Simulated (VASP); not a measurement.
Data:

```yaml
crystal:
  lattice:
    - [-1.91916, 1.91916, 3.84464]
    - [1.91916, -1.91916, 3.84464]
    - [1.91916, 1.91916, -3.84464]
  atoms:
    - { symbol: Rh, position: [0.73178, 0.26590, 0.52111] }
    - { symbol: Rh, position: [0.25929, 0.75708, 0.48843] }
    - { symbol: Rh, position: [0.49355, 0.49728, 0.97874] }
    - { symbol: Pt, position: [0.01538, 0.97974, 0.01171] }
```

Method: LDA (Ceperley-Alder, Perdew-Zunger), VASP's LDA PAW potentials (set 64) (plane waves; VASP). Run with 300 eV cut-off, 5×5×6 Γ-centred mesh, Gaussian smearing of 0.10 eV, potentials Rh_pv Pt.

At this cut-off the stress carries a Pulay error, which pulls relaxed volumes low. Unless said otherwise, spin-orbit coupling is left out, though it shifts the bands of the heavy elements here.

### Question
Estimate the energy per atom (σ→0), pressure, largest force, band gap (on the k-mesh) with the smallest direct gap where there is one.

### Answer

- band gap (on the k-mesh) = none (metal, semimetal or under 0.01 eV)
- energy per atom (σ→0) = -8.306 eV/atom
- pressure = -6.54 GPa
- largest force = 2.180 eV/Å

The absolute energy has meaning only against runs of the same code, potentials and settings.

The structure comes from a computed database's PtRh3 entry; how it stands against other phases isn't given here. The cell was not relaxed at this level. The k-mesh is coarse (spacing up to 0.39 per Å, 2π included), so the numbers may not be converged in it. The electron count is odd and the run is not spin-polarised, which forces a metal.
